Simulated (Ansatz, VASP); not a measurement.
# Cross-check of AlGa45O69 (glassy Ga2O3) between VASP and Ansatz

Wanted: the spread between two codes on one cell, functional and k mesh. Of the first pair: The structure shown is the start of the Ansatz relaxation below; VASP solves that cell, so the two are compared at the walk's first step.

Program: Ansatz 0.2.0. Level of theory: plane waves, with VASP 6.6.1 beside it; single point at PBE. Results are calculated unless marked as measured.

## 1. Starting point

The cell holds 115 atoms: 45 Ga, 1 Al and 69 O. Its edges and angles: a = 11.054 Å, b = 11.054 Å, c = 11.054 Å, α = 90.0°, β = 90.0°, γ = 90.0°. It derives from Ga2O3 (glassy Ga2O3). As first built, before any earlier steps moved the atoms (in the runner's words): 115 atoms (46 Fe, 69 O) placed at random at 4.52 g/cm^3, melted at 4500 K for 20 ps at fixed volume with the Morse and Coulomb pair potential with partial charges (Pedone, Malavasi, Menziani, Cormack and Segre, J. Phys. Chem. B 110, 11780 (2006)). Quenched from 4500 K to 300 K at 100 K/ps and fixed volume, held 5 ps. Then Fe was replaced by Ga (the potential has no terms for the new elements, so the cell is a start for a DFT relaxation). Nearest the centre at fractional (0.211, 0.213, 0.351): Al46 at 0.00 Å, O94 at 1.86 Å, O91 at 1.87 Å, O90 at 1.88 Å, O81 at 1.92 Å, Ga41 at 2.87 Å, O104 at 2.96 Å, Ga23 at 2.97 Å.

## 2. Ansatz: relaxation, PBE

Ansatz runs on its default PAW (the set named soft_2) files.

The two programs are compared at the cell with which this relaxation starts, whose forces are those of its first step.

Input file input.yaml:

```yaml
crystal:
  lattice:
    - [11.0541, 0.0, 0.0]
    - [0.0, 11.0541, 0.0]
    - [0.0, 0.0, 11.0541]
  atoms:
    - { symbol: Ga, position: [0.40652, 0.68929, 0.64533] }
    - { symbol: Ga, position: [0.44452, 0.26461, 0.06912] }
[... 9 atom lines left out ...]
    - { symbol: Ga, position: [0.0375, 0.18133, 0.62408] }
[... 4 atom lines left out ...]
    - { symbol: Ga, position: [0.03742, 0.87699, 0.22187] }
[... 2 atom lines left out ...]
    - { symbol: Ga, position: [0.95452, 0.28277, 0.0539] }
    - { symbol: Ga, position: [0.27022, 0.99685, 0.66227] }
    - { symbol: Ga, position: [0.97893, 0.44634, 0.2764] }
    - { symbol: Ga, position: [0.95467, 0.1351, 0.3308] }
[... 1 atom line left out ...]
    - { symbol: Ga, position: [0.25313, 0.48767, 0.46754] }
    - { symbol: Ga, position: [0.99731, 0.9248, 0.53442] }
[... 2 atom lines left out ...]
    - { symbol: Al, position: [0.21128, 0.21278, 0.35102], spin: 0.6 }
[... 3 atom lines left out ...]
    - { symbol: Ga, position: [0.82171, 0.70393, 0.27467] }
[... 1 atom line left out ...]
    - { symbol: Ga, position: [0.67648, 0.82613, 0.78403] }
    - { symbol: Ga, position: [0.62154, 0.23981, 0.34879] }
    - { symbol: Ga, position: [0.82641, 0.38941, 0.50193] }
    - { symbol: Ga, position: [0.21787, 0.80486, 0.43871] }
[... 2 atom lines left out ...]
    - { symbol: Ga, position: [0.72685, 0.17247, 0.0634] }
[... 1 atom line left out ...]
    - { symbol: Ga, position: [0.55435, 0.73209, 0.2855] }
[... 2 atom lines left out ...]
    - { symbol: Ga, position: [0.75541, 0.0903, 0.57986] }
    - { symbol: O, position: [0.16647, 0.93593, 0.54592] }
[... 2 atom lines left out ...]
    - { symbol: O, position: [0.15885, 0.63158, 0.47989] }
[... 11 atom lines left out ...]
    - { symbol: O, position: [0.39478, 0.54401, 0.38935] }
    - { symbol: O, position: [0.97808, 0.45635, 0.45084] }
    - { symbol: O, position: [0.08837, 0.52049, 0.16269] }
[... 2 atom lines left out ...]
    - { symbol: O, position: [0.98263, 0.03095, 0.20588] }
    - { symbol: O, position: [0.20123, 0.15104, 0.69619] }
[... 4 atom lines left out ...]
    - { symbol: O, position: [0.12377, 0.27579, 0.02558] }
[... 4 atom lines left out ...]
    - { symbol: O, position: [0.52108, 0.31904, 0.46567] }
[... 1 atom line left out ...]
    - { symbol: O, position: [0.85839, 0.24817, 0.59717] }
    - { symbol: O, position: [0.22872, 0.10006, 0.2204], spin: 0.6 }
[... 2 atom lines left out ...]
    - { symbol: O, position: [0.35589, 0.93715, 0.05512] }
[... 1 atom line left out ...]
    - { symbol: O, position: [0.34783, 0.41448, 0.09129] }
    - { symbol: O, position: [0.29811, 0.38133, 0.59051] }
    - { symbol: O, position: [0.5297, 0.92316, 0.25957] }
[... 1 atom line left out ...]
    - { symbol: O, position: [0.34725, 0.13921, 0.42215], spin: 0.6 }
    - { symbol: O, position: [0.07572, 0.19044, 0.45022], spin: 0.6 }
    - { symbol: O, position: [0.29771, 0.86407, 0.29601] }
    - { symbol: O, position: [0.46691, 0.12477, 0.17039] }
    - { symbol: O, position: [0.24138, 0.377, 0.32912], spin: 0.6 }
[... 1 atom line left out ...]
    - { symbol: O, position: [0.89048, 0.0466, 0.47043] }
[... 5 atom lines left out ...]
    - { symbol: O, position: [0.43381, 0.04292, 0.62542] }
    - { symbol: O, position: [0.32847, 0.17952, 0.95894] }
    - { symbol: O, position: [0.98007, 0.28065, 0.23362] }
    - { symbol: O, position: [0.53542, 0.34875, 0.21858] }
[... 5 atom lines left out ...]
    - { symbol: O, position: [0.05162, 0.82871, 0.38295] }
[... 3 atom lines left out ...]
    - { symbol: O, position: [0.97322, 0.02927, 0.69076] }
magnetization:
  spin_polarized: true
kpoints:
  mp_grid: { grid: [1, 1, 1] }
hamiltonian:
  xc: pbe
scf:
  occupations: { method: fermi_dirac, width: 0.025 }
  lower_state_search: "off"
output:
  forces: true
  eigenvalues: true
relax:
  f_tol: 0.05
  max_steps: 90
```

Launch:

```
ansatz run input.yaml --threads 4 --pin off --max-ram 8192MiB --backend cpu --events-out ev --progress --plain --runs-dir out
```

Numbers of over 12 decimals in the logs are rounded to 6 here.

The program printed:

```text
Engine: ansatz 0.2.0, x86_64-unknown-linux-gnu
Pseudopotentials: kind: paw
Pseudopotential: Ga, paw, valence charge 13, recommended cutoff 420 eV (normal), Ga.paw.azcp
Pseudopotential: Al, paw, valence charge 3, recommended cutoff 420 eV (normal), Al.paw.azcp
Pseudopotential: O, paw, valence charge 6, recommended cutoff 420 eV (normal), O.paw.azcp
Functional definition: PBE
  parameter kappa = 0.804
  parameter beta = 0.066725
  exchange = pbe_x(kappa = kappa, mu = beta*pi^2/3)
  correlation = pbe_c(beta = beta)
Crystal: 115 atoms, lattice volume = 1350.735 Å³
Basis set: ecut = 420 eV, 26529 PW (Γ), exchange–correlation on 150×150×150 points (8 copies of the dense FFT grid, shifted against one another)
Bands: 618, of which v1, the nominal top of the filled ones, is band 501 counted from 1 (500 counted from 0)
Symmetry: 1 space group operations
Space group: P1 (ITA 1), of the structure as read, at distance tolerance 1.1e-4 Å
Magnetic group: BNS 1.1 (UNI 1), of the structure as read, at distance tolerance 1.1e-4 Å
k-points: 1
Non-local potential: Ga, projectors of the file, l = 0: 2, l = 1: 2, l = 2: 3, l = 3: 1
Non-local potential: Al, projectors of the file, l = 0: 2, l = 1: 2, l = 2: 1
Non-local potential: O, projectors of the file, l = 0: 2, l = 1: 2, l = 2: 1
PAW form: soft (Blöchl's): semilocal exchange-correlation on the pseudo side does not see the compensation charge
PAW one-centre angular grid: Ga, 590 points (default); XC on 64 Gauss nodes
PAW one-centre angular grid: Al, 110 points (default); XC on 64 Gauss nodes
PAW one-centre angular grid: O, 110 points (default); XC on 64 Gauss nodes
Initial density: superposition of atomic densities (chi_scale 0.1, normalization cell, long waves kept (reshape's long-wave potential 0.21 eV rms))
Starting moments: Σ|m| = 3 μB on 5 of 115 sites
Initial wavefunctions: pseudopotential atomic-orbital guess
Functional: x = pbe(κ = 0.804, μ = 0.219515), c = pbe(β = 0.066725)
SCF iter   1: F=—  HF=-209975.658020 eV  |F-HF|=—  |Δ(HF+E_count)|=         —  Δρ=5.29e-2 (↑5.19e-2 ↓5.29e-2)  dr2=7.65e1  dr2_m=1.01e0  M=0.000 μB ∫|m|=0.587 μB  β_m=0.30  ethr=3.10e-3  ⟨swp⟩=6.0  Hψ=4104  notcnv=0  defer=124
preconditioner: auto → Resta (q_TF=auto, 2.596 Å⁻¹)  ε∞=4.2  [insulator: Δε(μ)=1.417 eV  Ē_g=17.964 eV  σ=0.025 eV  W_gap=1.00  n_scr=388 (ndim 8)  ℏωp=32.0 eV  f_vac=0.022  D(μ)=0.00/eV (n_scr^D=0)  ε∞_Penn≈4.2]
spin=Collinear: Resta preconditioning applied to the charge; magnetization (m = ρ↑ − ρ↓) channel mixes plain (no charge-response kernel on spin).
SCF iter   2: F=—  HF=-209959.970231 eV  |F-HF|=—  |Δ(HF+E_count)|=    1.57e1  Δρ=3.43e-2 (↑3.40e-2 ↓3.43e-2)  dr2=3.19e1  dr2_m=5.53e-1  M=0.000 μB ∫|m|=0.459 μB  β_m=0.30  ethr=3.10e-3  ⟨swp⟩=3.0  Hψ=2403  notcnv=0  defer=220
SCF iter   3: F=—  HF=-209949.819675 eV  |F-HF|=—  |Δ(HF+E_count)|=    1.02e1  Δρ=1.14e-2 (↑1.14e-2 ↓1.06e-2)  dr2=2.96e0  dr2_m=3.04e-1  M=0.000 μB ∫|m|=0.359 μB  β_m=0.30  ethr=3.10e-3  ⟨swp⟩=4.0  Hψ=2034  notcnv=0  defer=220
SCF iter   4: F=—  HF=-209948.882014 eV  |F-HF|=—  |Δ(HF+E_count)|=   9.38e-1  Δρ=4.62e-3 (↑4.56e-3 ↓4.62e-3)  dr2=2.76e-1  dr2_m=1.68e-1  M=0.000 μB ∫|m|=0.278 μB  β_m=0.30  ethr=2.96e-4  ⟨swp⟩=2.0  Hψ=2304  notcnv=0  defer=220
SCF iter   5: F=—  HF=-209949.064313 eV  |F-HF|=—  |Δ(HF+E_count)|=   1.82e-1  Δρ=3.72e-3 (↑3.58e-3 ↓3.72e-3)  dr2=1.59e-1  dr2_m=9.43e-2  M=0.000 μB ∫|m|=0.220 μB  β_m=0.30  ethr=2.75e-5  ⟨swp⟩=3.0  Hψ=1891  notcnv=0  defer=220
SCF iter   6: F=—  HF=-209949.209144 eV  |F-HF|=—  |Δ(HF+E_count)|=   1.45e-1  Δρ=2.17e-3 (↑2.15e-3 ↓2.17e-3)  dr2=2.36e-2  dr2_m=5.32e-2  M=0.000 μB ∫|m|=0.174 μB  β_m=0.30  ethr=1.59e-5  ⟨swp⟩=2.0  Hψ=1886  notcnv=0  defer=220
SCF iter   7: F=—  HF=-209949.225558 eV  |F-HF|=—  |Δ(HF+E_count)|=   1.64e-2  Δρ=1.60e-3 (↑1.60e-3 ↓1.60e-3)  dr2=3.06e-3  dr2_m=3.03e-2  M=0.000 μB ∫|m|=0.138 μB  β_m=0.30  ethr=2.36e-6  ⟨swp⟩=2.0  Hψ=1960  notcnv=0  defer=220
Mixer restart at iter 7: flushing history
spin-set hold released at iteration 7 (site moments contracting): the magnetisation degrees of freedom join the quasi-Newton model from the next iteration; the mixer history was flushed
SCF iter   8: F=—  HF=-209949.236255 eV  |F-HF|=—  |Δ(HF+E_count)|=   1.07e-2  Δρ=1.22e-3 (↑1.21e-3 ↓1.22e-3)  dr2=1.92e-3  dr2_m=1.74e-2  M=0.000 μB ∫|m|=0.109 μB  β_m=0.65  ethr=3.05e-7  ⟨swp⟩=2.0  Hψ=1989  notcnv=0  defer=220
SCF iter   9: F=—  HF=-209949.250829 eV  |F-HF|=—  |Δ(HF+E_count)|=   1.46e-2  Δρ=8.92e-5 (↑8.92e-5 ↓7.95e-5)  dr2=1.99e-4  dr2_m=5.07e-5  M=-0.000 μB ∫|m|=0.013 μB  β_m=0.77  ethr=1.92e-7  ⟨swp⟩=3.0  Hψ=2115  notcnv=0  defer=220
SCF iter  10: F=—  HF=-209949.251043 eV  |F-HF|=—  |Δ(HF+E_count)|=   2.13e-4  Δρ=5.70e-5 (↑5.05e-5 ↓5.70e-5)  dr2=1.33e-4  dr2_m=5.23e-6  M=-0.000 μB ∫|m|=0.004 μB  β_m=0.71  ethr=1.98e-8  ⟨swp⟩=2.0  Hψ=2018  notcnv=0  defer=220
[...]
- { symbol: Ga, position: [0.762135, 0.790936, 0.509190] }
    - { symbol: Ga, position: [0.419033, 0.872700, 0.869224] }
    - { symbol: Ga, position: [0.789857, 0.481881, 0.972771] }
    - { symbol: Ga, position: [0.037674, 0.180594, 0.621771] }
    - { symbol: Ga, position: [0.181554, 0.216713, 0.858427] }
    - { symbol: Ga, position: [0.019939, 0.650889, 0.061530] }
    - { symbol: Ga, position: [0.757087, 0.820713, 0.035543] }
    - { symbol: Ga, position: [0.310914, 0.789008, 0.132045] }
    - { symbol: Ga, position: [0.038227, 0.874376, 0.222496] }
    - { symbol: Ga, position: [0.692005, 0.459503, 0.210294] }
    - { symbol: Ga, position: [0.644328, 0.522185, 0.729725] }
    - { symbol: Ga, position: [0.953558, 0.281885, 0.054187] }
    - { symbol: Ga, position: [0.270509, 0.997150, 0.661167] }
    - { symbol: Ga, position: [0.977003, 0.445090, 0.276112] }
    - { symbol: Ga, position: [0.961324, 0.133638, 0.331155] }
    - { symbol: Ga, position: [0.560019, 0.491970, 0.468980] }
    - { symbol: Ga, position: [0.252663, 0.486157, 0.467724] }
    - { symbol: Ga, position: [0.997897, 0.923649, 0.535365] }
    - { symbol: Ga, position: [0.999113, 0.954433, 0.843253] }
    - { symbol: Ga, position: [0.828793, 0.261362, 0.789779] }
    - { symbol: Al, position: [0.214159, 0.211309, 0.353941] }
    - { symbol: Ga, position: [0.409264, 0.233947, 0.564716] }
    - { symbol: Ga, position: [0.546924, 0.161627, 0.816079] }
    - { symbol: Ga, position: [0.989873, 0.623516, 0.527775] }
    - { symbol: Ga, position: [0.821490, 0.704022, 0.274246] }
[...]
- { symbol: Ga, position: [0.228321, 0.078383, 0.056716] }
    - { symbol: Ga, position: [0.907399, 0.699608, 0.790315] }
    - { symbol: Ga, position: [0.725654, 0.172731, 0.063043] }
    - { symbol: Ga, position: [0.375248, 0.025292, 0.289937] }
    - { symbol: Ga, position: [0.554136, 0.733500, 0.285218] }
    - { symbol: Ga, position: [0.390821, 0.435587, 0.258183] }
    - { symbol: Ga, position: [0.523569, 0.997038, 0.072389] }
    - { symbol: Ga, position: [0.756903, 0.090520, 0.579374] }
    - { symbol: O, position: [0.166919, 0.935490, 0.545309] }
    - { symbol: O, position: [0.748611, 0.412750, 0.819115] }
    - { symbol: O, position: [0.699325, 0.918354, 0.625887] }
    - { symbol: O, position: [0.159025, 0.630314, 0.479620] }
    - { symbol: O, position: [0.616363, 0.570559, 0.326895] }
    - { symbol: O, position: [0.497573, 0.551561, 0.618086] }
    - { symbol: O, position: [0.917428, 0.776783, 0.143937] }
    - { symbol: O, position: [0.135242, 0.584585, 0.941708] }
    - { symbol: O, position: [0.747703, 0.356121, 0.355983] }
    - { symbol: O, position: [0.793209, 0.869561, 0.355243] }
    - { symbol: O, position: [0.610416, 0.776099, 0.941786] }
    - { symbol: O, position: [0.643479, 0.530855, 0.053272] }
    - { symbol: O, position: [0.700992, 0.151596, 0.736684] }
    - { symbol: O, position: [0.955881, 0.423255, 0.952068] }
    - { symbol: O, position: [0.359135, 0.728035, 0.947466] }
    - { symbol: O, position: [0.393567, 0.541839, 0.387827] }
    - { symbol: O, position: [0.977629, 0.455918, 0.450424] }
    - { symbol: O, position: [0.087704, 0.518130, 0.162993] }
    - { symbol: O, position: [0.441358, 0.682366, 0.160283] }
    - { symbol: O, position: [0.282479, 0.612602, 0.727045] }
    - { symbol: O, position: [0.987784, 0.029711, 0.205577] }
    - { symbol: O, position: [0.201245, 0.150771, 0.695584] }
    - { symbol: O, position: [0.583203, 0.225251, 0.974301] }
    - { symbol: O, position: [0.502272, 0.522759, 0.844860] }
[...]
- { symbol: O, position: [0.011772, 0.284026, 0.764007] }
    - { symbol: O, position: [0.590565, 0.781881, 0.460659] }
    - { symbol: O, position: [0.851535, 0.542259, 0.214232] }
    - { symbol: O, position: [0.051186, 0.826359, 0.383844] }
    - { symbol: O, position: [0.694342, 0.984563, 0.074933] }
    - { symbol: O, position: [0.142392, 0.780338, 0.116261] }
    - { symbol: O, position: [0.988167, 0.566590, 0.702714] }
    - { symbol: O, position: [0.973616, 0.028704, 0.690680] }
```

Reading the cycles: dr2 is the Hartree energy of the density residual (eV), the measure of convergence; HF is the Harris–Foulkes estimate of the energy, which meets the free energy F at convergence.

## 3. VASP: single point, PBE, start cell, pair 1

The same cell, functional, mesh and smearing now go to VASP, with its own data sets.

Lines of VASP's logs that name or quote its potential files are left out, and so is its time.

Input file INCAR:

```
SYSTEM = AlGa45O69
PREC = Accurate
ENCUT = 520
EDIFF = 1E-06
NELM = 200
ISMEAR = -1
SIGMA = 0.025
LREAL = Auto
ALGO = Normal
GGA = PE
NBANDS = 592
ISPIN = 2
MAGMOM = 0 -0 0 -0 -0 -0 -0 -0 0 0 0 0 0 0 0 0 0 0 0 0 -0 0 0 -0 -0 0 0 0 -0 -0 0 0 -0 0 -0 -0 0 0 0 0 -0 0 -0 0 0 0 -0 -0 -0 -0 -0 -0 0 -0 0 -0 0 -0 0 -0 0 0 0 0 -0 -0 -0 -0 -0 -0 -0 -0 0 0 -0 0 -0 0 -0 -0 -0 0 -0 -0 -0 0 0 0 0 0 -0 -0 -0 0 -0 -0 -0 -0 0 -0 -0 0 -0 -0 -0 -0 -0 0 -0 0 -0 0 0 -0 -0
LORBIT = 11
LWAVE = .FALSE.
LCHARG = .FALSE.
ISIF = 2
LASPH = .TRUE.
GGA_COMPAT = .FALSE.
NCORE = 4
```

Input file POSCAR:

```
AlGa45O69
1.0
   11.0541000000      0.0000000000      0.0000000000
    0.0000000000     11.0541000000      0.0000000000
    0.0000000000      0.0000000000     11.0541000000
Ga Al O
45 1 69
Direct
    0.4065188482      0.6892917560      0.6453261686
    0.4445228467      0.2646077021      0.0691236736
[... 9 atom lines left out ...]
    0.0374973992      0.1813263857      0.6240761346
[... 4 atom lines left out ...]
    0.0374159814      0.8769868194      0.2218724274
[... 2 atom lines left out ...]
    0.9545236609      0.2827729078      0.0538985535
    0.2702164808      0.9968518468      0.6622701079
    0.9789308944      0.4463411766      0.2764042301
    0.9546684036      0.1350991940      0.3308003365
[... 1 atom line left out ...]
    0.2531277987      0.4876742566      0.4675369320
    0.9973132141      0.9247971341      0.5344170941
[... 2 atom lines left out ...]
    0.4093594232      0.2329904741      0.5651206340
[... 3 atom lines left out ...]
    0.1848725812      0.4375571055      0.0381758804
[... 1 atom line left out ...]
    0.6215431378      0.2398114727      0.3487936603
    0.8264083010      0.3894120733      0.5019314101
    0.2178739110      0.8048597353      0.4387060005
    0.2323934106      0.0723170588      0.0525868230
[... 2 atom lines left out ...]
    0.3763309541      0.0222632326      0.2890963534
[... 1 atom line left out ...]
    0.3932206150      0.4431387449      0.2550637320
[... 2 atom lines left out ...]
    0.2112790729      0.2127807782      0.3510190789
    0.1664721687      0.9359332736      0.5459241367
[... 2 atom lines left out ...]
    0.1588460390      0.6315756145      0.4798943378
[... 11 atom lines left out ...]
    0.3947765987      0.5440062963      0.3893487484
    0.9780805312      0.4563465140      0.4508372459
    0.0883744493      0.5204856117      0.1626907663
[... 2 atom lines left out ...]
    0.9826308790      0.0309477931      0.2058783619
    0.2012285035      0.1510389810      0.6961941723
[... 4 atom lines left out ...]
    0.1237730797      0.2757890737      0.0255832677
[... 4 atom lines left out ...]
    0.5210826752      0.3190399942      0.4656733701
[... 1 atom line left out ...]
    0.8583873857      0.2481703621      0.5971720900
    0.2287205652      0.1000624203      0.2203978614
[... 2 atom lines left out ...]
    0.3558860513      0.9371454935      0.0551198198
[... 1 atom line left out ...]
    0.3478256936      0.4144796953      0.0912873956
    0.2981065849      0.3813336228      0.5905139270
    0.5297039108      0.9231597326      0.2595688478
[... 1 atom line left out ...]
    0.3472467229      0.1392062674      0.4221510571
    0.0757185117      0.1904361278      0.4502220895
    0.2977085425      0.8640685357      0.2960078161
    0.4669127292      0.1247681856      0.1703892673
    0.2413765028      0.3770003890      0.3291177029
[... 1 atom line left out ...]
    0.8904840738      0.0465980948      0.4704317855
[... 5 atom lines left out ...]
    0.4338118888      0.0429162030      0.6254240508
    0.3284663609      0.1795171023      0.9589383125
    0.9800707430      0.2806469998      0.2336237233
    0.5354212464      0.3487484282      0.2185795316
[... 5 atom lines left out ...]
    0.0516188564      0.8287060910      0.3829529315
[... 3 atom lines left out ...]
    0.9732226052      0.0292742060      0.6907572756
```

Input file KPOINTS:

```
Automatic mesh
0
Gamma
1 1 1
0 0 0
```

The projector-augmented-wave data sets are Ga_d, Al and O (PBE family, release 64).

Launch:

```
mpirun -np 16 vasp_gam
```

The program printed:

```text
[banner, memory and clock lines left out]
running   16 mpi-ranks, on    1 nodes
[...]
LDA part: xc-table for (Slater+PW92), standard interpolation
 POSCAR, INCAR and KPOINTS ok, starting setup
[...]
entering main loop
       N       E                     dE             d eps       ncg     rms          rms(c)
DAV:   1     0.287770367684E+05    0.28777E+05   -0.34823E+05  2368   0.348E+03
DAV:   2     0.678408940510E+04   -0.21993E+05   -0.20931E+05  2368   0.101E+03
DAV:   3     0.270356730461E+03   -0.65137E+04   -0.60946E+04  3016   0.381E+02
DAV:   4    -0.683888668018E+03   -0.95425E+03   -0.92498E+03  2784   0.151E+02
[...]
DAV:  18    -0.670784325783E+03   -0.73472E-05   -0.14294E-04  3144   0.360E-02    0.677E-03
DAV:  19    -0.670784327761E+03   -0.19780E-05   -0.33578E-05  2632   0.256E-02    0.422E-03
DAV:  20    -0.670784328040E+03   -0.27944E-06   -0.94489E-06  2088   0.162E-02
   1 F= -.67078433E+03 E0= -.67078433E+03  d E =-.619765E-07  mag=    -0.0000
```

OUTCAR, selected parts (step 3):

```text
 magnetization (x)
# of ion       s       p       d       tot
------------------------------------------
    1       -0.000  -0.000  -0.000  -0.000
    2        0.000  -0.000   0.000  -0.000
    3        0.000  -0.000  -0.000  -0.000
    4       -0.000  -0.000  -0.000  -0.000
    5        0.000  -0.000   0.000   0.000
    6        0.000   0.000  -0.000  -0.000
[...]
113        0.000   0.000   0.000   0.000
  114        0.000   0.000   0.000   0.000
  115        0.000   0.000   0.000   0.000
--------------------------------------------------
tot          0.000   0.000  -0.000   0.000
```

The run ends at a pressure of -4.43 GPa, with forces up to 1.5 eV/Å.

## 4. Side by side

Known differences besides the potentials themselves: the cutoff is 420 eV in Ansatz and 520 eV in VASP (PREC = Accurate, projectors in real space). Total energies have different zeros and are not compared.

Forces on 8 of the 115 atoms, those with the largest forces and the largest differences (eV/Å; atoms numbered as in POSCAR):

```tsv
atom	Ansatz x, y, z	VASP x, y, z
Ga12	-0.041, -0.013, -0.050	-0.037, 0.001, -0.085
Al46	0.343, -0.247, 0.190	0.328, -0.247, 0.177
O62	0.030, 0.003, 0.006	0.045, 0.060, 0.017
O81	-0.172, 0.848, 0.766	-0.208, 0.881, 0.796
O90	-1.094, 0.683, -0.540	-1.112, 0.691, -0.533
O91	1.175, 0.210, -0.708	1.208, 0.226, -0.715
O94	-0.239, -1.391, 0.212	-0.277, -1.440, 0.199
O104	0.096, -0.027, 0.035	0.103, -0.037, 0.051
```

The forces differ by 18 meV/Å r.m.s., which is 11.8 % of the r.m.s. force of 0.153 eV/Å (both taken over all components). Moments aren't recorded for both runs of this pair, so they may hold unlike magnetic states.

(Continued in part 2 of 2.)

[Lines on the potential files, build, host, timing and source positions are cut from VASP's logs without a mark.]

[Logs are printed without paths, hosts, clocks, repeated set-up lines and the standing remarks that a program may print on its own settings, such as how far it seeks lower states.]

[Hosts, paths, dates, database ids (printed as entryN), source tags and the programs' standing remarks are cut or masked in the printed files.]
